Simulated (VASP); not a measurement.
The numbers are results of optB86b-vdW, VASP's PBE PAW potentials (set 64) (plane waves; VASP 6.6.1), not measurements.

VASP input:

INCAR:
```
LMAXMIX = 6   # l cut-off of mixed one-centre charges
AGGAC = 0.0
PREC = Accurate
LCHARG = F
LUSE_VDW = T
GGA = MK
LASPH = T   # aspherical one-centre terms
PARAM2 = 1.0
LORBIT = 11   # lm-projected
EDIFF = 1E-7   # SCF stop (eV)
LWAVE = F
NELM = 100   # most electronic steps
ICHARG = 11   # fixed density
SYSTEM = AuZn
ENCUT = 520   # plane-wave cut-off (eV)
LREAL = F   # projection in real space or not
SIGMA = 0.05
PARAM1 = 0.1234
ALGO = Normal   # blocked Davidson
ISMEAR = 0   # Gaussian
```

### POSCAR
```
AuZn
1
    3.1584971977     0.0000000000     0.0000000000
    0.0000000000     3.1584971977     0.0000000000
   -0.0000000000    -0.0000000000     3.1584971977
Zn Au
1 1
Direct
  0.5000000000   0.5000000000   0.5000000000
  0.0000000000   0.0000000000   0.0000000000
```

### KPOINTS
```
k-points along high-symmetry lines
15
Line-mode
Reciprocal
  0.000000   0.000000   0.000000 ! GAMMA
  0.000000   0.500000   0.000000 ! X

  0.000000   0.500000   0.000000 ! X
  0.500000   0.500000   0.000000 ! M

  0.500000   0.500000   0.000000 ! M
  0.000000   0.000000   0.000000 ! GAMMA

  0.000000   0.000000   0.000000 ! GAMMA
  0.500000   0.500000   0.500000 ! R

  0.500000   0.500000   0.500000 ! R
  0.000000   0.500000   0.000000 ! X

  0.500000   0.500000   0.500000 ! R
  0.500000   0.500000   0.000000 ! M
```

POTCAR, in this order: Zn Au (PBE.64 set). Program: vasp_std. Read from the step before: CHGCAR.

What VASP printed:

OUTCAR:
```
 ion  position               nearest neighbor table
   1  0.500  0.500  0.500-   2 2.74   2 2.74   2 2.74   2 2.74   2 2.74   2 2.74   2 2.74   2 2.74
  LATTYP: Found a simple cubic cell.
 ALAT       =     3.1584971977
 Subroutine PRICEL returns:
 Original cell was already a primitive cell.
 Subroutine GETGRP returns: Found 48 space group operations
The static configuration has the point symmetry O_h .
The dynamic configuration has the point symmetry O_h .
 Subroutine INISYM returns: Found 48 space group operations
   k-points           NKPTS =     90   k-points in BZ     NKDIM =     90   number of bands    NBANDS=     15
   number of dos      NEDOS =    301   number of ions     NIONS =      2
   total plane-waves  NPLWV =  13824
   dimension x,y,z NGX =    24 NGY =   24 NGZ =   24
   dimension x,y,z NGXF=    48 NGYF=   48 NGZF=   48
   ions per type =               1   1
   PREC   = accura    normal or accurate (medium, high low for compatibility)
   ISTART =      0    job   : 0-new  1-cont  2-samecut
   ICHARG =     11    charge: 1-file 2-atom 10-const
   ISPIN  =      1    spin polarized calculation?
   LNONCOLLINEAR =      F non collinear calculations
   LSORBIT =      F    spin-orbit coupling
   INIWAV =      1    electr: 0-lowe 1-rand  2-diag
   ENCUT  =  520.0 eV  38.22 Ry    6.18 a.u.   5.87  5.87  5.87*2*pi/ulx,y,z
   NELM   =    100;   NELMIN=  2; NELMDL= -5     # of ELM steps
   EDIFF  = 0.1E-06   stopping-criterion for ELM
   LREAL  =      F    real-space projection
   NLSPLINE    = F    spline interpolate recip. space projectors
   LMAXMIX     =    6 max onsite mixed and CHGCAR
   VOSKOWN=      0    Vosko Wilk Nusair interpolation
   EDIFFG = 0.1E-05   stopping-criterion for IOM
   NSW    =      0    number of steps for IOM
   NBLOCK =      1;   KBLOCK =      1    inner block; outer block
   IBRION =     -1    ionic relax: 0-MD 1-quasi-New 2-CG
   NFREE  =      0    steps in history (QN), initial steepest desc. (CG)
   ISIF   =      2    stress and relaxation
   ISYM   =      2    0-nonsym 1-usesym 2-fastsym
   TEIN   =    0.0    initial temperature
   TEBEG  =    0.0;   TEEND  =   0.0 temperature during run
   SMASS  =  -3.00    Nose mass-parameter (am)
   PSTRESS=    0.0 pullay stress
   NELECT =      23.0000    total number of electrons
   EFERMI =   0.00;   METHOD = LEGACY
   ISMEAR =     0;   SIGMA  =   0.05  broadening in eV -4-tet -1-fermi 0-gaus
   IALGO  =     38    algorithm
   LDIAG  =      T    sub-space diagonalisation (order eigenvalues)
   IMIX   =      4    mixing-type and parameters
     AMIX     =   0.40;   BMIX     =  1.00
     AMIX_MAG =   1.60;   BMIX_MAG =  1.00
     AMIN     =   0.10
   GGA     = MK    functional components
   VOSKOWN =     0    Vosko Wilk Nusair interpolation
   LHFCALC =     F    Hartree Fock is set to
   LHFONE  =     F    Hartree Fock one center treatment
   AEXX    =    0.0000 exact exchange contribution
   LUSE_VDW   =     T    switch on vdW DFT
   IVDW    =     0    specifies the selected vdW correction
   LEPSILON=     F    determine dielectric tensor
   LRPA    =     F    only Hartree local field effects (RPA)
  energy-cutoff  :      520.00
  volume of cell :       31.51
      direct lattice vectors                 reciprocal lattice vectors
     3.158497198  0.000000000  0.000000000     0.316606265  0.000000000  0.000000000
     0.000000000  3.158497198  0.000000000     0.000000000  0.316606265  0.000000000
     0.000000000  0.000000000  3.158497198     0.000000000  0.000000000  0.316606265
 k-point     1 :   0.0000 0.0000 0.0000  plane waves:     847
 k-point     2 :   0.0000 0.0357 0.0000  plane waves:     847
 k-point     3 :   0.0000 0.0714 0.0000  plane waves:     847
 k-point     4 :   0.0000 0.1071 0.0000  plane waves:     843
 k-point     5 :   0.0000 0.1429 0.0000  plane waves:     844
 k-point     6 :   0.0000 0.1786 0.0000  plane waves:     840
 k-point     7 :   0.0000 0.2143 0.0000  plane waves:     844
 k-point     8 :   0.0000 0.2500 0.0000  plane waves:     844
 k-point     9 :   0.0000 0.2857 0.0000  plane waves:     844
 k-point    10 :   0.0000 0.3214 0.0000  plane waves:     852
...
```

**OSZICAR**
```
       N       E                     dE             d eps       ncg     rms          rms(c)
DAV:   1     0.139599632044E+03    0.13960E+03   -0.11848E+04  2716   0.200E+03
DAV:   2     0.635210796791E+01   -0.13325E+03   -0.12714E+03  2812   0.348E+02
DAV:   3     0.183519928586E+01   -0.45169E+01   -0.44947E+01  3274   0.727E+01
DAV:   4     0.180414903120E+01   -0.31050E-01   -0.31047E-01  3246   0.530E+00
DAV:   5     0.180378409325E+01   -0.36494E-03   -0.36493E-03  3274   0.573E-01
DAV:   6     0.180377534527E+01   -0.87480E-05   -0.87492E-05  3351   0.776E-02
DAV:   7     0.180377509380E+01   -0.25146E-06   -0.25102E-06  3372   0.141E-02
DAV:   8     0.180377508737E+01   -0.64329E-08   -0.64888E-08  2607   0.224E-03
   1 F= 0.18037751E+01 E0= 0.18040668E+01  d E =-.583463E-03
```

### OUTCAR
```
 val. band max:        7.7686557240   @ k =   0.5000   0.5000   0.1786

 cond. band min:       7.8564377194   @ k =   0.5000   0.5000   0.2143



 k-point     1 :       0.0000    0.0000    0.0000
  band No.  band energies     occupation
      1      -3.6717      2.00000
      2      -1.2665      2.00000
      3      -1.2665      2.00000
      4      -0.6191      2.00000
      5      -0.6191      2.00000
      6      -0.6191      2.00000
      7       1.4521      2.00000
      8       1.4521      2.00000
      9       3.1214      2.00000
     10       3.1214      2.00000
     11       3.1214      2.00000
     12      11.8096      0.00000
     13      11.8096      0.00000
     14      11.8096      0.00000
     15      15.4278      0.00000

 k-point     2 :       0.0000    0.0357    0.0000
  band No.  band energies     occupation
      1      -3.6491      2.00000
      2      -1.2618      2.00000
      3      -1.2600      2.00000
      4      -0.6194      2.00000
      5      -0.6194      2.00000
      6      -0.6173      2.00000
      7       1.4487      2.00000
      8       1.4585      2.00000
      9       3.1042      2.00000
     10       3.1042      2.00000
     11       3.1196      2.00000
     12      11.5980      0.00000
     13      11.8521      0.00000
     14      11.8521      0.00000
     15      15.5769      0.00000

 k-point     3 :       0.0000    0.0714    0.0000
  band No.  band energies     occupation
      1      -3.5817      2.00000
      2      -1.2479      2.00000
      3      -1.2407      2.00000
      4      -0.6203      2.00000
      5      -0.6203      2.00000
      6      -0.6119      2.00000
      7       1.4388      2.00000
      8       1.4774      2.00000
      9       3.0541      2.00000
     10       3.0541      2.00000
     11       3.1144      2.00000
     12      11.0647      0.00000
     13      11.9781      0.00000
     14      11.9781      0.00000
     15      15.9115      0.00000

...
```

The density is held fixed in this step, so its total energy and stress have no physical meaning. Unless said otherwise, spin-orbit coupling is left out, though it shifts the bands of the heavy elements here.

The compound is AuZn in the CsCl type structure. It was relaxed first. The electron count is odd and the run is not spin-polarised, which forces a metal.
